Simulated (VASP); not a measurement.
Computed with PBE GGA, VASP's PBE PAW potentials (set 64) (plane waves; VASP 6.6.1).

VASP ran on this input.

**INCAR**
```
! general
SYSTEM   =  CsI
PREC     =  Accurate
ENCUT    =  400   ! plane-wave cut-off (eV)
LREAL    =  .False.   ! projection in real space or not
LASPH    =  .True.   ! aspherical one-centre terms

! electronic loop
EDIFF    =  1E-8
NELM     =  100   ! most electronic steps
ALGO     =  Normal   ! blocked Davidson
LMAXMIX  =  4

! smearing
ISMEAR   =  0   ! Gaussian
SIGMA    =  0.05   ! width (eV)

! functional
GGA      =  PE   ! PBE

! ions
IBRION   =  1
NSW      =  30
ISIF     =  2
EDIFFG   =  -0.001   ! ionic stop

! output
LWAVE    =  .False.
LCHARG   =  .False.
```

File KPOINTS:
```
Automatic mesh
0
Gamma
5 5 5
0 0 0
```

### POSCAR
```
CsI
1
    4.6687845990     0.0000000000     0.0000000000
    0.0000000000     4.6687845990     0.0000000000
    0.0000000000     0.0000000000     4.6687845990
Cs I
1 1
Direct
  0.0000000000   0.0000000000   0.0000000000
  0.5000000000   0.5000000000   0.5000000000
```

POTCAR, in this order: Cs_sv I (PBE.64 set). Program: vasp_std.

Predict the energy per atom (σ→0).

```yaml
energy per atom (σ→0): -2.721 eV/atom
```

OSZICAR:
```
...
DAV:  10    -0.544254135148E+01   -0.83971E-04   -0.11416E-04   276   0.786E-02    0.128E-02
DAV:  11    -0.544253957202E+01    0.17795E-05   -0.28640E-05   308   0.270E-02    0.533E-03
DAV:  12    -0.544254040810E+01   -0.83608E-06   -0.37134E-06   268   0.137E-02    0.195E-03
DAV:  13    -0.544254046998E+01   -0.61881E-07   -0.84601E-08   292   0.206E-03    0.451E-04
DAV:  14    -0.544254049714E+01   -0.27163E-07   -0.56394E-08   296   0.130E-03    0.250E-04
DAV:  15    -0.544254051999E+01   -0.22845E-07   -0.69302E-09   180   0.487E-04    0.109E-04
DAV:  16    -0.544254051495E+01    0.50345E-08   -0.93314E-10   168   0.174E-04
   1 F= -.54425405E+01 E0= -.54425405E+01  d E =-.544254E+01
```

The compound is CsI in the CsCl type structure. It was relaxed first, which changed the volume by +7 %. The start is the result of an earlier pass.
